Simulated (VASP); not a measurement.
Given:

```
CELL_PARAMETERS angstrom
      0.00000     3.46459     3.46459
      3.46459     0.00000     3.46459
      3.46459     3.46459     0.00000
ATOMIC_POSITIONS crystal
  Rb 0.00000 0.00000 0.00000
  Br 0.50000 0.50000 0.50000
```

Computed with LDA (Ceperley-Alder, Perdew-Zunger), VASP's LDA PAW potentials (set 64) (plane waves; VASP). Settings: 300 eV cut-off, 4×4×4 Γ-centred mesh, Gaussian smearing of 0.010 eV, potentials Rb_sv Br.

At this cut-off the stress carries a Pulay error, which pulls relaxed volumes low.

Problem. Estimate the energy per atom (σ→0), pressure, band gap (on the k-mesh) with the smallest direct gap where there is one.

Solution. 
```json
{
  "band gap (on the k-mesh)": "3.88 eV",
  "smallest direct gap (on the k-mesh)": "3.88 eV",
  "energy per atom (σ→0)": "-3.336 eV/atom",
  "pressure": "-15.8 kbar"
}
```

The absolute energy has meaning only against runs of the same code, potentials and settings.

The structure comes from a computed database's RbBr entry; how it stands against other phases isn't given here. The cell was not relaxed at this level.
